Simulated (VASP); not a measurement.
Consider the following.

```
Si
1.0
    0.00000     2.77118     2.77118
    2.77118     0.00000     2.77118
    2.77118     2.77118     0.00000
Si
2
Direct
  0.00000   0.00000   0.00000
  0.25000   0.25000   0.25000
```

Level of theory: PBEsol GGA, VASP's PBE PAW potentials (set 64) (plane waves; VASP). Settings: 520 eV cut-off, 8×8×8 Γ-centred mesh, Gaussian smearing of 0.050 eV, potentials Si.

**Question.** Give the stress tensor in GPa (positive for a compressed cell).

**Answer.** 
```
-4.82   0.00   0.00
 0.00  -4.82   0.00
 0.00   0.00  -4.82
```
The pressure is its mean diagonal, -4.82 GPa.

The compound is Si in the diamond structure. This cell is one point of a volume scan, at 1.06 of the reference volume.
